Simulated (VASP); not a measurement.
# Lattice of MgO, functional by functional

How much does the relaxed cell of MgO depend on the functional? The starting structure is a measured crystal structure from the Crystallography Open Database. The first relaxation on each setting starts from this cell expanded by 3 % in volume.

Program: VASP 6.6.1. Level of theory: Kohn-Sham DFT with plane waves and PAW; PBEsol, LDA, PBE, PBEsol + D3(BJ), r2SCAN, r2SCAN + rVV10, vdW-DF-cx and AM05. Results are calculated unless marked as measured.

## (1) Starting point

The structure is cubic, space group Fm-3m (No. 225). The conventional cell has a = 4.210 Å, b = 4.210 Å, c = 4.210 Å, α = 90.00°, β = 90.00°, γ = 90.00°. Nearest to Mg lie 6 O at 2.11 Å. Nearest to O lie 6 Mg at 2.11 Å. Farther neighbours and most contacts between anions are not listed.

## (2) Relaxation with PBEsol

PBEsol restores the gradient expansion of exchange and is tuned for the cells of solids.

INCAR

```
SYSTEM = MgO
PREC = Accurate
ENCUT = 520
EDIFF = 1E-06
NELM = 100
ISMEAR = 0
SIGMA = 0.03
LREAL = .FALSE.
ALGO = Normal
GGA = PS
NBANDS = 10
LORBIT = 11
LWAVE = .FALSE.
LCHARG = .FALSE.
KPAR = 4
IBRION = 2
NSW = 50
ISIF = 3
EDIFFG = -0.006
```

POSCAR

```
MgO
1.0
    0.0000000000      2.1260499695      2.1260499695
    2.1260499695      0.0000000000      2.1260499695
    2.1260499695      2.1260499695      0.0000000000
Mg O
1 1
Direct
    0.0000000000      0.0000000000      0.0000000000
    0.5000000000      0.5000000000      0.5000000000
```

KPOINTS

```
Automatic mesh
0
Gamma
8 8 8
0 0 0
```

Potentials, in the order of the species: Mg and O (PBE family, release 64).

Launch:

```bash
$ mpirun -np 4 vasp_std
```

The program printed:

```text
[banner, memory and clock lines left out]
running    4 mpi-ranks, on    1 nodes
 distrk:  each k-point on    1 cores,    4 groups
 distr:  one band on    1 cores,    1 groups

 POSCAR found type information on POSCAR MgO
 POSCAR found :  2 types and       2 ions
|                                                                             |
|               ----> ADVICE to this user running VASP <----                  |
|                                                                             |
|     You enforced a specific xc type in the INCAR file but a different       |
|     [... a line on the potential file left out ...]
|     I HOPE YOU KNOW WHAT YOU ARE DOING!                                     |
|                                                                             |

 LDA part: xc-table for (Slater+PW92), standard interpolation
 POSCAR, INCAR and KPOINTS ok, starting setup
 FFT: planning ... GRIDC
 FFT: planning ... GRID_SOFT
 FFT: planning ... GRID
 WAVECAR not read
 entering main loop
       N       E                     dE             d eps       ncg     rms          rms(c)
DAV:   1     0.140994062530E+02    0.14099E+02   -0.46548E+03   668   0.709E+02
DAV:   2    -0.132906279534E+02   -0.27390E+02   -0.26737E+02   652   0.139E+02
DAV:   3    -0.138843542109E+02   -0.59373E+00   -0.59317E+00   678   0.182E+01
DAV:   4    -0.138856903280E+02   -0.13361E-02   -0.13361E-02   632   0.100E+00
DAV:   5    -0.138856944630E+02   -0.41350E-05   -0.41350E-05   670   0.574E-02    0.664E+00
DAV:   6    -0.125440793829E+02    0.13416E+01   -0.80625E+00   588   0.165E+01    0.225E+00
DAV:   7    -0.125189546663E+02    0.25125E-01   -0.52199E-02   624   0.222E+00    0.130E+00
DAV:   8    -0.125052045120E+02    0.13750E-01   -0.24417E-02   592   0.192E+00    0.205E-01
DAV:   9    -0.125049975969E+02    0.20692E-03   -0.23238E-04   648   0.119E-01    0.138E-01
DAV:  10    -0.125049286031E+02    0.68994E-04   -0.37506E-04   632   0.161E-01    0.623E-03
DAV:  11    -0.125049294802E+02   -0.87715E-06   -0.47111E-06   616   0.157E-02
   1 F= -.12504929E+02 E0= -.12504929E+02  d E =-.125049E+02
 curvature:   0.00 expect dE= 0.000E+00 dE for cont linesearch  0.000E+00
 trial: gam= 0.00000 g(F)=  0.300E-61 g(S)=  0.216E-01 ort = 0.000E+00 (trialstep = 0.100E+01)
 search vector abs. value=  0.216E-01
 bond charge predicted
       N       E                     dE             d eps       ncg     rms          rms(c)
DAV:   1    -0.125991119479E+02   -0.94183E-01   -0.17220E+00   594   0.113E+01    0.222E+00
DAV:   2    -0.125134823762E+02    0.85630E-01   -0.54611E-01   600   0.460E+00    0.233E-01
DAV:   3    -0.125127413566E+02    0.74102E-03   -0.62902E-03   600   0.797E-01    0.133E-01
DAV:   4    -0.125123460817E+02    0.39527E-03   -0.48324E-04   608   0.190E-01    0.394E-02
DAV:   5    -0.125123359128E+02    0.10169E-04   -0.80056E-05   612   0.593E-02    0.817E-03
DAV:   6    -0.125123353452E+02    0.56760E-06   -0.12617E-06   326   0.823E-03
   2 F= -.12512335E+02 E0= -.12512335E+02  d E =-.740587E-02
 trial-energy change:   -0.007406  1 .order   -0.007180   -0.021620    0.007259
 step:   0.7572(harm=  0.7486)  dis= 0.00000  next Energy=   -12.513213 (dE=-0.828E-02)
 bond charge predicted
       N       E                     dE             d eps       ncg     rms          rms(c)
DAV:   1    -0.125183517543E+02   -0.60158E-02   -0.10104E-01   596   0.272E+00    0.539E-01
DAV:   2    -0.125132889288E+02    0.50628E-02   -0.32736E-02   602   0.113E+00    0.535E-02
DAV:   3    -0.125132507516E+02    0.38177E-04   -0.35196E-04   600   0.186E-01    0.307E-02
DAV:   4    -0.125132259762E+02    0.24775E-04   -0.27644E-05   612   0.464E-02    0.945E-03
DAV:   5    -0.125132243542E+02    0.16220E-05   -0.46327E-06   568   0.141E-02    0.193E-03
DAV:   6    -0.125132244101E+02   -0.55939E-07   -0.83181E-08   302   0.204E-03
   3 F= -.12513224E+02 E0= -.12513224E+02  d E =-.829493E-02
 curvature:  -0.37 expect dE=-0.939E-08 dE for cont linesearch -0.939E-08
 trial: gam= 0.00000 g(F)=  0.762E-62 g(S)=  0.251E-07 ort =-0.233E-04 (trialstep = 0.951E+00)
 search vector abs. value=  0.252E-07
 reached required accuracy - stopping structural energy minimisation
```

Elapsed: 3.6 s, on 4 MPI ranks of Intel Xeon 6975P-C (Granite Rapids), shared host; peak memory 0.54 GiB; 12 s of CPU time.

Lines that name or quote the potential files are left out of all logs, and their timing lines are given in words.

Parts of OUTCAR (step 2):

```text
ion  position               nearest neighbor table
   1  0.000  0.000  0.000-   2 2.13   2 2.13   2 2.13   2 2.13   2 2.13   2 2.13
   2  0.500  0.500  0.500-   1 2.13   1 2.13   1 2.13   1 2.13   1 2.13   1 2.13

  LATTYP: Found a face centered cubic cell.
 ALAT       =     4.2520999390

 Subroutine GETGRP returns: Found 48 space group operations
 (whereof 48 operations were pure point group operations)

The static configuration has the point symmetry O_h .

 Found     29 irreducible k-points:

   k-points           NKPTS =     29   k-points in BZ     NKDIM =     29   number of bands    NBANDS=     10

   dimension x,y,z NGX =    24 NGY =   24 NGZ =   24
   dimension x,y,z NGXF=    48 NGYF=   48 NGZF=   48

   ENCUT  =  520.0 eV  38.22 Ry    6.18 a.u.   5.59  5.59  5.59*2*pi/ulx,y,z

   NELECT =       8.0000    total number of electrons

 k-points in reciprocal lattice and weights: Automatic mesh
   0.00000000  0.00000000  0.00000000       0.002
   0.12500000  0.00000000  0.00000000       0.016
   0.25000000  0.00000000  0.00000000       0.016
   0.37500000  0.00000000  0.00000000       0.016
   0.50000000  0.00000000  0.00000000       0.008
   0.12500000  0.12500000  0.00000000       0.012
   0.25000000  0.12500000  0.00000000       0.047
   0.37500000  0.12500000  0.00000000       0.047
   0.50000000  0.12500000  0.00000000       0.047
[...]
-0.37500000  0.50000000  0.12500000       0.023
  -0.25000000  0.50000000  0.25000000       0.012

 average (electrostatic) potential at core
       1 -34.6513       2 -69.5511

 E-fermi :   3.2606

 k-point     1 :       0.0000    0.0000    0.0000
  band No.  band energies     occupation
      1     -14.1347      2.00000
      2       3.0800      2.00000
      3       3.0800      2.00000
      4       3.0800      2.00000
      5       7.7311      0.00000
      6      18.7219      0.00000
      7      18.7219      0.00000
      8      18.7219      0.00000
      9      22.5689      0.00000
    ...

 k-point     2 :       0.1250    0.0000    0.0000
  band No.  band energies     occupation
      1     -13.9679      2.00000
      2       2.1089      2.00000
      3       2.9749      2.00000
      4       2.9749      2.00000
      5       8.6516      0.00000
      6      17.0296      0.00000
      7      19.0844      0.00000
      8      19.0844      0.00000
      9      23.4930      0.00000
    ...

 k-point     3 :       0.2500    0.0000    0.0000
  band No.  band energies     occupation
      1     -13.5332      2.00000
      2       0.3806      2.00000
      3       2.7328      2.00000
      4       2.7328      2.00000
      5      10.0841      0.00000
      6      15.5038      0.00000
      7      19.5953      0.00000
      8      19.5953      0.00000
      9      23.0932      0.00000
    ...

  Total        0.0005891      0.0005891      0.0005891      0.0000000      0.0000000     -0.0000000
  in kB        0.0506066      0.0506066      0.0506066      0.0000000      0.0000000     -0.0000000
  external PRESSURE =       0.0506066 kB  Pullay stress =       0.0000000 kB

  energy-cutoff  :      520.00
  volume of cell :       18.65
      direct lattice vectors                 reciprocal lattice vectors
    -0.000000000  2.104823519  2.104823519    -0.237549607  0.237549607  0.237549607
     2.104823519 -0.000000000  2.104823519     0.237549607 -0.237549607  0.237549607
     2.104823519  2.104823519  0.000000000     0.237549607  0.237549607 -0.237549607

 POSITION                                       TOTAL-FORCE (eV/Angst)
 -----------------------------------------------------------------------------------
      0.00000      0.00000      0.00000        -0.000000     -0.000000     -0.000000
      2.10482      2.10482      2.10482         0.000000      0.000000      0.000000
 -----------------------------------------------------------------------------------
    total drift:                               -0.000000     -0.000000      0.000000

  FREE ENERGIE OF THE ION-ELECTRON SYSTEM (eV)
  ---------------------------------------------------
  free  energy   TOTEN  =       -12.5132244101 eV

  energy  without entropy=      -12.5132244101  energy(sigma->0) =      -12.51322441

 reached required accuracy - stopping structural energy minimisation

 total charge
# of ion       s       p       d       tot
------------------------------------------
    1        0.150   0.182   0.080   0.412
    2        1.537   3.542   0.000   5.079
--------------------------------------------------
tot          1.687   3.724   0.080   5.491

[... 3 further parts left out ...]
```

CONTCAR:

```
MgO
   1.00000000000000
    -0.0000000000000000    2.1048235190932769    2.1048235190932769
     2.1048235190932769   -0.0000000000000000    2.1048235190932769
     2.1048235190932769    2.1048235190932769    0.0000000000000000
  Mg              O
     1     1
Direct
     0.0000000000000000    0.0000000000000000    0.0000000000000000
     0.5000000000000000    0.5000000000000000    0.5000000000000000
```

The PAW data sets were made with PBE, which is usual practice but a small mismatch for other functionals. The run keeps the 48 symmetry operations of its start, so it cannot find a distortion of lower symmetry.

With PBEsol the relaxed cell holds 9.325 Å³ an atom, -0.05 % against the measured cell, with a = 4.210 Å. Pressures at 0.985 and 1.015 times this volume, from two more relaxations that aren't shown, give a bulk modulus of 161.2 GPa.

## (3) Relaxation with LDA

LDA, the lowest rung, knows the local density alone. This run starts from the cell of an earlier relaxation, which isn't shown; the restart sets up the plane waves anew.

INCAR, as its differences from that of step 2:

```diff
@@ -9,3 +9,3 @@
 ALGO = Normal
-GGA = PS
+GGA = CA
 NBANDS = 10
```

POSCAR

```
MgO
1.0
    0.0000000000      2.0726171800      2.0726171800
    2.0726171800      0.0000000000      2.0726171800
    2.0726171800      2.0726171800      0.0000000000
Mg O
1 1
Direct
    0.0000000000      0.0000000000      0.0000000000
    0.5000000000      0.5000000000      0.5000000000
```

KPOINTS is that of step 2.

Potentials, in the order of the species: Mg and O (LDA family, release 64).

Launch:

```bash
$ mpirun -np 4 vasp_std
```

The program printed:

```text
[banner, memory and clock lines left out]
running    4 mpi-ranks, on    1 nodes
[...]
LDA part: xc-table for (Slater(with rela. corr.)+CA(PZ))
 , standard interpolation
 POSCAR, INCAR and KPOINTS ok, starting setup
[...]
entering main loop
       N       E                     dE             d eps       ncg     rms          rms(c)
DAV:   1     0.101229095453E+02    0.10123E+02   -0.46794E+03   668   0.714E+02
DAV:   2    -0.145431589783E+02   -0.24666E+02   -0.23369E+02   660   0.134E+02
DAV:   3    -0.150318220066E+02   -0.48866E+00   -0.48811E+00   668   0.165E+01
DAV:   4    -0.150328535284E+02   -0.10315E-02   -0.10315E-02   646   0.855E-01
[...]
DAV:   9    -0.134455536250E+02    0.18103E-03   -0.18963E-04   664   0.114E-01    0.125E-01
DAV:  10    -0.134454427445E+02    0.11088E-03   -0.26445E-04   606   0.151E-01    0.776E-03
DAV:  11    -0.134454419824E+02    0.76212E-06   -0.38270E-06   618   0.116E-02
   1 F= -.13445442E+02 E0= -.13445442E+02  d E =-.134454E+02
[...]
N       E                     dE             d eps       ncg     rms          rms(c)
DAV:   1    -0.134454879774E+02   -0.45233E-04   -0.86677E-04   598   0.253E-01    0.500E-02
DAV:   2    -0.134454439915E+02    0.43986E-04   -0.28597E-04   604   0.106E-01    0.488E-03
DAV:   3    -0.134454435794E+02    0.41212E-06   -0.33422E-06   588   0.177E-02
   2 F= -.13445444E+02 E0= -.13445444E+02  d E =-.159697E-05
 trial-energy change:   -0.000002  1 .order   -0.000002   -0.000012    0.000008
 step:   0.5902(harm=  0.5902)  dis= 0.00000  next Energy=   -13.445445 (dE=-0.340E-05)
 reached required accuracy - stopping structural energy minimisation
```

It took 2 s on 4 MPI ranks; peak memory 0.46 GiB; 5.8 s of CPU time.

OUTCAR, selected parts (step 3):

```text
  Total       -0.0087547     -0.0087547     -0.0087547      0.0000000      0.0000000     -0.0000000
  in kB       -0.7869896     -0.7869896     -0.7869896      0.0000000      0.0000000     -0.0000000
  external PRESSURE =      -0.7869896 kB  Pullay stress =       0.0000000 kB

 POSITION                                       TOTAL-FORCE (eV/Angst)
 -----------------------------------------------------------------------------------
     -0.00000      2.07325      2.07325         0.000000     -0.000000      0.000000
      2.07325      2.07325      2.07325        -0.000000      0.000000     -0.000000
 -----------------------------------------------------------------------------------
    total drift:                               -0.000000     -0.000000      0.000000

  FREE ENERGIE OF THE ION-ELECTRON SYSTEM (eV)
  ---------------------------------------------------
  free  energy   TOTEN  =       -13.4454435794 eV

  energy  without entropy=      -13.4454435794  energy(sigma->0) =      -13.44544358

[... 2 parts as in an earlier step ...]

[... 2 further parts left out ...]
[key lines of the parts left out:]
E-fermi :   3.3850
```

With LDA the relaxed cell holds 8.912 Å³ an atom, -4.49 % against the measured cell, with a = 4.146 Å. That is -4.43 % from PBEsol. Pressures at 0.985 and 1.015 times this volume, from two more relaxations that aren't shown, give a bulk modulus of 179.1 GPa.

## (4) Relaxation with PBE

PBE, the usual starting point, adds the gradient of the density.

INCAR, as its differences from that of step 3:

```diff
@@ -9,3 +9,3 @@
 ALGO = Normal
-GGA = CA
+GGA = PE
 NBANDS = 10
```

POSCAR

```
MgO
1.0
    0.0000000000      2.1260499695      2.1260499695
    2.1260499695      0.0000000000      2.1260499695
    2.1260499695      2.1260499695      0.0000000000
Mg O
1 1
Direct
    0.0000000000      0.0000000000      0.0000000000
    0.5000000000      0.5000000000      0.5000000000
```

KPOINTS is that of step 3.

PAW data sets: Mg and O (PBE family, release 64).

Launch:

```bash
$ mpirun -np 4 vasp_std
```

The program printed:

```text
[banner, memory and clock lines left out]
running    4 mpi-ranks, on    1 nodes
[...]
LDA part: xc-table for (Slater+PW92), standard interpolation
 POSCAR, INCAR and KPOINTS ok, starting setup
[...]
entering main loop
       N       E                     dE             d eps       ncg     rms          rms(c)
DAV:   1     0.147289207541E+02    0.14729E+02   -0.46658E+03   668   0.709E+02
DAV:   2    -0.128718456629E+02   -0.27601E+02   -0.26979E+02   652   0.140E+02
DAV:   3    -0.134671860155E+02   -0.59534E+00   -0.59480E+00   678   0.183E+01
DAV:   4    -0.134685316550E+02   -0.13456E-02   -0.13456E-02   632   0.101E+00
[...]
DAV:  10    -0.119117537292E+02   -0.16055E-04   -0.42292E-04   616   0.168E-01    0.725E-03
DAV:  11    -0.119117553885E+02   -0.16593E-05   -0.21293E-06   642   0.125E-02    0.555E-03
DAV:  12    -0.119117553338E+02    0.54729E-07   -0.69652E-07   354   0.715E-03
   1 F= -.11911755E+02 E0= -.11911755E+02  d E =-.119118E+02
[...]
N       E                     dE             d eps       ncg     rms          rms(c)
DAV:   1    -0.119131883403E+02   -0.14330E-02   -0.26136E-02   598   0.138E+00    0.275E-01
DAV:   2    -0.119118850468E+02    0.13033E-02   -0.85626E-03   610   0.571E-01    0.277E-02
DAV:   3    -0.119118712767E+02    0.13770E-04   -0.95420E-05   600   0.962E-02    0.161E-02
DAV:   4    -0.119118659871E+02    0.52897E-05   -0.76376E-06   610   0.251E-02    0.493E-03
DAV:   5    -0.119118661473E+02   -0.16029E-06   -0.12289E-06   312   0.718E-03
   2 F= -.11911866E+02 E0= -.11911866E+02  d E =-.110814E-03
 trial-energy change:   -0.000111  1 .order   -0.000111   -0.000333    0.000111
 step:   0.7500(harm=  0.7500)  dis= 0.00000  next Energy=   -11.911880 (dE=-0.125E-03)
[...]
N       E                     dE             d eps       ncg     rms          rms(c)
DAV:   1    -0.119119627688E+02   -0.96782E-04   -0.16326E-03   598   0.346E-01    0.687E-02
DAV:   2    -0.119118805035E+02    0.82265E-04   -0.53566E-04   606   0.143E-01    0.691E-03
DAV:   3    -0.119118802681E+02    0.23541E-06   -0.59004E-06   600   0.239E-02
   3 F= -.11911880E+02 E0= -.11911880E+02  d E =-.124934E-03
[...]
reached required accuracy - stopping structural energy minimisation
```

Wall time 3.2 s (4 MPI ranks); peak memory 0.52 GiB.

Parts of OUTCAR (step 4):

```text
  Total       -0.0017695     -0.0017695     -0.0017695      0.0000000      0.0000000      0.0000000
  in kB       -0.1480523     -0.1480523     -0.1480523      0.0000000      0.0000000      0.0000000
  external PRESSURE =      -0.1480523 kB  Pullay stress =       0.0000000 kB

 POSITION                                       TOTAL-FORCE (eV/Angst)
 -----------------------------------------------------------------------------------
      0.00000      0.00000      0.00000        -0.000000      0.000000     -0.000000
      2.12344      2.12344      2.12344         0.000000     -0.000000      0.000000
 -----------------------------------------------------------------------------------
    total drift:                               -0.000000     -0.000000      0.000000

  FREE ENERGIE OF THE ION-ELECTRON SYSTEM (eV)
  ---------------------------------------------------
  free  energy   TOTEN  =       -11.9118802681 eV

  energy  without entropy=      -11.9118802681  energy(sigma->0) =      -11.91188027

[... 2 parts as in an earlier step ...]

[... 2 further parts left out ...]
[key lines of the parts left out:]
E-fermi :   3.2160
```

With PBE the relaxed cell holds 9.575 Å³ an atom, +2.62 % against the measured cell, with a = 4.247 Å. That is +2.68 % from PBEsol. Pressures at 0.985 and 1.015 times this volume, from two more relaxations that aren't shown, give a bulk modulus of 152.5 GPa.

(Part 1 of 3 ends here.)

[Lines on the potential files, build, host, timing and source positions are cut from VASP's logs without a mark.]

[Logs are printed without paths, hosts, clocks, repeated set-up lines and the standing remarks that a program may print on its own settings, such as how far it seeks lower states.]

[Hosts, paths, dates, database ids (printed as entryN), source tags and the programs' standing remarks are cut or masked in the printed files.]
